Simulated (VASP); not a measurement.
Data:

```
CdMg
1.0
    5.54328    -1.57529    -0.07451
    5.54328     1.57529    -0.07451
   -2.17354     0.00000     4.75505
Mg Cd
2 2
Direct
  0.12105   0.12105   0.79374
  0.87895   0.87895   0.20626
  0.37285   0.37285   0.70880
  0.62715   0.62715   0.29120
```

Method: PBEsol GGA, VASP's PBE PAW potentials (set 64) (plane waves; VASP 6.6.1). Run with 400 eV cut-off, 11×11×7 Γ-centred mesh, tetrahedra with Blöchl corrections, potentials Mg Cd.

The cores are frozen, which limits the accuracy of field gradients.

Give the principal components of the electric field gradient (V/Å²) and the asymmetry η at each nucleus.

| atom | Vxx | Vyy | Vzz | η |
|---|---|---|---|---|
| Mg1 | -0.9 | -0.1 | 1.0 | 0.83 |
| Mg2 | -0.9 | -0.1 | 1.0 | 0.83 |
| Cd3 | 18.7 | 17.3 | -36.0 | 0.04 |
| Cd4 | 18.7 | 17.3 | -36.0 | 0.04 |

The structure comes from a computed database's MgCd entry (C2/m); how it stands against other phases isn't given here. It was relaxed first.
